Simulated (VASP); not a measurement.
Level of theory: PBE GGA, VASP's PBE PAW potentials (set 64) (plane waves; VASP).

VASP input:

File POSCAR:
```
Cd27S27
17.8058680
  0.0000000000   0.5000000124   0.5000000124
  0.5000000124   0.0000000000   0.5000000124
  0.5000000124   0.5000000124   0.0000000000
Cd S
27 27
Cart
  0.0000000000   0.0000000000   0.0000000000
  0.1666665041   0.1666665041   0.0000000000
  0.3333335083   0.3333335083   0.0000000000
  0.1666665041   0.0000000000   0.1666665041
  0.3333330083   0.1666665041   0.1666665041
  0.5000000124   0.3333335083   0.1666665041
  0.3333335083   0.0000000000   0.3333335083
  0.5000000124   0.1666665041   0.3333335083
  0.6666670165   0.3333335083   0.3333335083
  0.0000000000   0.1666665041   0.1666665041
  0.1666665041   0.3333330083   0.1666665041
  0.3333335083   0.5000000124   0.1666665041
  0.1666665041   0.1666665041   0.3333330083
  0.3333330083   0.3333330083   0.3333330083
  0.5000000124   0.5000000124   0.3333330083
  0.3333335083   0.1666665041   0.5000000124
  0.5000000124   0.3333330083   0.5000000124
  0.6666670165   0.5000000124   0.5000000124
  0.0000000000   0.3333335083   0.3333335083
  0.1666665041   0.5000000124   0.3333335083
  0.3333335083   0.6666670165   0.3333335083
  0.1666665041   0.3333335083   0.5000000124
  0.3333330083   0.5000000124   0.5000000124
  0.5000000124   0.6666670165   0.5000000124
  0.3333335083   0.3333335083   0.6666670165
  0.5000000124   0.5000000124   0.6666670165
  0.6666670165   0.6666670165   0.6666670165
  0.0833330021   0.0833330021   0.0833330021
  0.2500000062   0.2500000062   0.0833330021
  0.4166665103   0.4166665103   0.0833330021
  0.2500000062   0.0833330021   0.2500000062
  0.4166670103   0.2500000062   0.2500000062
  0.5833335145   0.4166665103   0.2500000062
  0.4166665103   0.0833330021   0.4166665103
  0.5833335145   0.2500000062   0.4166665103
  0.7500000186   0.4166665103   0.4166665103
  0.0833330021   0.2500000062   0.2500000062
  0.2500000062   0.4166670103   0.2500000062
  0.4166665103   0.5833335145   0.2500000062
  0.2500000062   0.2500000062   0.4166670103
  0.4166670103   0.4166670103   0.4166670103
  0.5833335145   0.5833335145   0.4166670103
  0.4166665103   0.2500000062   0.5833335145
  0.5833335145   0.4166670103   0.5833335145
  0.7500000186   0.5833335145   0.5833335145
  0.0833330021   0.4166665103   0.4166665103
  0.2500000062   0.5833335145   0.4166665103
  0.4166665103   0.7500000186   0.4166665103
  0.2500000062   0.4166665103   0.5833335145
  0.4166670103   0.5833335145   0.5833335145
  0.5833335145   0.7500000186   0.5833335145
  0.4166665103   0.4166665103   0.7500000186
  0.5833335145   0.5833335145   0.7500000186
  0.7500000186   0.7500000186   0.7500000186
```

**KPOINTS**
```
Automatic mesh
0
Gamma
1 1 1
0 0 0
```

### INCAR
```
ALGO = Fast
EDIFF = 1E-6
ENCUT = 400
GGA = PE
ISMEAR = 0
LASPH = .TRUE.
LCHARG = .FALSE.
LMAXMIX = 4
LORBIT = 11
LREAL = Auto
LVHAR = .TRUE.
LWAVE = .FALSE.
NELM = 100
NELMIN = 4
PREC = Normal
SIGMA = 0.05
SYMPREC = 1E-4
SYSTEM = Cd27S27
```

POTCAR, in this order: Cd S (PBE.64 set). Program: vasp_gam. Read from the step before: WAVECAR.

What VASP printed:

**OSZICAR**
```
       N       E                     dE             d eps       ncg     rms          rms(c)
DAV:   1    -0.161905571384E+03   -0.16191E+03   -0.19262E-05   640   0.844E-03    0.954E-03
RMM:   2    -0.161905570258E+03    0.11260E-05   -0.37546E-06   427   0.422E-03    0.419E-03
RMM:   3    -0.161905570613E+03   -0.35555E-06   -0.10923E-06   394   0.125E-03    0.134E-03
RMM:   4    -0.161905570659E+03   -0.45256E-07   -0.24104E-07   213   0.604E-04
   1 F= -.16190557E+03 E0= -.16190557E+03  d E =-.233382E-15
```

**OUTCAR**
```
------------------------ aborting loop because EDIFF is reached ----------------------------------------
  FORCE on cell =-STRESS in cart. coord.  units (eV):
  Direction    XX          YY          ZZ          XY          YZ          ZX
  --------------------------------------------------------------------------------------
  Total        2.6765839      2.6765839      2.6765839      0.0000000     -0.0000000     -0.0000000
  in kB        3.0385190      3.0385190      3.0385190      0.0000000     -0.0000000     -0.0000000
  external PRESSURE =       3.0385190 kB  Pullay stress =       0.0000000 kB
  volume of cell :     1411.33
      direct lattice vectors                 reciprocal lattice vectors
     0.000000000  8.902934221  8.902934221    -0.056161260  0.056161260  0.056161260
     8.902934221  0.000000000  8.902934221     0.056161260 -0.056161260  0.056161260
     8.902934221  8.902934221  0.000000000     0.056161260  0.056161260 -0.056161260
  FREE ENERGIE OF THE ION-ELECTRON SYSTEM (eV)
  ---------------------------------------------------
  free  energy   TOTEN  =      -161.9055706586 eV

  energy  without entropy=     -161.9055706586  energy(sigma->0) =     -161.90557066

 total charge

# of ion       s       p       d       tot
------------------------------------------
    1        0.405   0.300   9.565  10.270
    2        0.405   0.300   9.565  10.270
    3        0.405   0.300   9.565  10.270
    4        0.405   0.300   9.565  10.270
    5        0.405   0.300   9.565  10.270
    6        0.405   0.300   9.565  10.270
    7        0.405   0.300   9.565  10.270
    8        0.405   0.300   9.565  10.270
    9        0.405   0.300   9.565  10.270
   10        0.405   0.300   9.565  10.270
   11        0.405   0.300   9.565  10.270
   12        0.405   0.300   9.565  10.270
   13        0.405   0.300   9.565  10.270
   14        0.405   0.300   9.565  10.270
   15        0.405   0.300   9.565  10.270
   16        0.405   0.300   9.565  10.270
   17        0.405   0.300   9.565  10.270
   18        0.405   0.300   9.565  10.270
   19        0.405   0.300   9.565  10.270
   20        0.405   0.300   9.565  10.270
   21        0.405   0.300   9.565  10.270
   22        0.405   0.300   9.565  10.270
   23        0.405   0.300   9.565  10.270
   24        0.405   0.300   9.565  10.270
   25        0.405   0.300   9.565  10.270
   26        0.405   0.300   9.565  10.270
   27        0.405   0.300   9.565  10.270
   28        1.313   2.406   0.000   3.719
   29        1.313   2.406   0.000   3.719
   30        1.313   2.406   0.000   3.719
   31        1.313   2.406   0.000   3.719
   32        1.313   2.406   0.000   3.719
   33        1.313   2.406   0.000   3.719
   34        1.313   2.406   0.000   3.719
   35        1.313   2.406   0.000   3.719
   36        1.313   2.406   0.000   3.719
   37        1.313   2.406   0.000   3.719
   38        1.313   2.406   0.000   3.719
   39        1.313   2.406   0.000   3.719
   40        1.313   2.406   0.000   3.719
   41        1.313   2.406   0.000   3.719
   42        1.313   2.406   0.000   3.719
   43        1.313   2.406   0.000   3.719
   44        1.313   2.406   0.000   3.719
   45        1.313   2.406   0.000   3.719
   46        1.313   2.406   0.000   3.719
   47        1.313   2.406   0.000   3.719
   48        1.313   2.406   0.000   3.719
   49        1.313   2.406   0.000   3.719
   50        1.313   2.406   0.000   3.719
   51        1.313   2.406   0.000   3.719
   52        1.313   2.406   0.000   3.719
   53        1.313   2.406   0.000   3.719
   54        1.313   2.406   0.000   3.719
--------------------------------------------------
tot         46.400  73.058 258.258 377.716
```
(Selected blocks of OUTCAR.)

The supercell is sampled at Γ alone, which is coarse: total energies, pressure and levels can be off, energies of defects by several tenths of an eV.

The cell is a supercell, built from a database entry that may be metastable or hypothetical.
